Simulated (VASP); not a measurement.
These are PBEsol GGA, VASP's PBE PAW potentials (set 64) (plane waves; VASP 6.6.1) values and carry that method's errors.

A VASP calculation is set up with these files.

**INCAR**
```
SYSTEM = C
PREC = Accurate; ENCUT = 400; LREAL = .FALSE.
LASPH = .TRUE.
EDIFF = 1E-6; NELM = 100; ALGO = Normal
ISMEAR = 0; SIGMA = 0.136
GGA = PS
ISIF = 2
LWAVE = .FALSE.; LCHARG = .FALSE.
```

KPOINTS:
```
K-points
0
Gamma
  15 15 5
```

**POSCAR**
```
C
1
    1.2300000000    -2.1304220000     0.0000000000
    1.2300000000     2.1304220000     0.0000000000
    0.0000000000     0.0000000000     6.7100000000
C
4
Direct
  0.0000000000   0.0000000000   0.2500000000
  0.0000000000   0.0000000000   0.7500000000
  0.3333330000   0.6666670000   0.2500000000
  0.6666670000   0.3333330000   0.7500000000
```

POTCAR, in this order: C (PBE.64 set). Program: vasp_std.

The resulting files:

File OSZICAR:
```
       N       E                     dE             d eps       ncg     rms          rms(c)
DAV:   1     0.347137487467E+02    0.34714E+02   -0.73884E+03  1956   0.101E+03
DAV:   2    -0.379205264763E+02   -0.72634E+02   -0.66238E+02  2696   0.210E+02
DAV:   3    -0.409091233957E+02   -0.29886E+01   -0.29668E+01  2488   0.433E+01
DAV:   4    -0.409433959109E+02   -0.34273E-01   -0.34240E-01  2440   0.530E+00
DAV:   5    -0.409441182094E+02   -0.72230E-03   -0.72207E-03  2432   0.736E-01    0.911E+00
DAV:   6    -0.391637283679E+02    0.17804E+01   -0.17320E+00  2240   0.908E+00    0.532E+00
DAV:   7    -0.385943222166E+02    0.56941E+00   -0.19151E+00  2284   0.967E+00    0.133E+00
DAV:   8    -0.385982003948E+02   -0.38782E-02   -0.60810E-02  2224   0.170E+00    0.110E-01
DAV:   9    -0.385980314748E+02    0.16892E-03   -0.12241E-03  2420   0.288E-01    0.579E-02
DAV:  10    -0.385981601576E+02   -0.12868E-03   -0.18705E-04  2372   0.113E-01    0.369E-02
DAV:  11    -0.385981579349E+02    0.22227E-05   -0.27803E-06  2232   0.151E-02    0.483E-03
DAV:  12    -0.385981580340E+02   -0.99096E-07   -0.45032E-07  1660   0.583E-03
   1 F= -.38598158E+02 E0= -.38597458E+02  d E =-.140105E-02
```

**OUTCAR**
```
------------------------ aborting loop because EDIFF is reached ----------------------------------------
  FORCE on cell =-STRESS in cart. coord.  units (eV):
  Direction    XX          YY          ZZ          XY          YZ          ZX
  --------------------------------------------------------------------------------------
  Total       -0.3948091     -0.3948089     -0.2780487      0.0000000     -0.0000000     -0.0000000
  in kB      -17.9876525    -17.9876442    -12.6680023      0.0000000     -0.0000000     -0.0000000
  external PRESSURE =     -16.2144330 kB  Pullay stress =       0.0000000 kB
  volume of cell :       35.17
      direct lattice vectors                 reciprocal lattice vectors
     1.230000000 -2.130422000  0.000000000     0.406504065 -0.234695286  0.000000000
     1.230000000  2.130422000  0.000000000     0.406504065  0.234695286  0.000000000
     0.000000000  0.000000000  6.710000000     0.000000000  0.000000000  0.149031297
 POSITION                                       TOTAL-FORCE (eV/Angst)
 -----------------------------------------------------------------------------------
      0.00000      0.00000      1.67750         0.000000     -0.000000     -0.000000
      0.00000      0.00000      5.03250         0.000000      0.000000      0.000000
      1.23000      0.71014      1.67750         0.000000      0.000000      0.000000
      1.23000     -0.71014      5.03250        -0.000000     -0.000000     -0.000000
 -----------------------------------------------------------------------------------
    total drift:                               -0.000000     -0.000000      0.000000
  FREE ENERGIE OF THE ION-ELECTRON SYSTEM (eV)
  ---------------------------------------------------
  free  energy   TOTEN  =       -38.5981580340 eV

  energy  without entropy=      -38.5967569792  energy(sigma->0) =      -38.59745751
```
(Selected blocks of OUTCAR.)

At this cut-off the stress carries a Pulay error, which pulls relaxed volumes low.

The structure is a typed C crystal (P6_3/mmc). The cell was not relaxed at this level. The run is one of a series of settings (GGA = PS against the base run), some of them coarse on purpose.
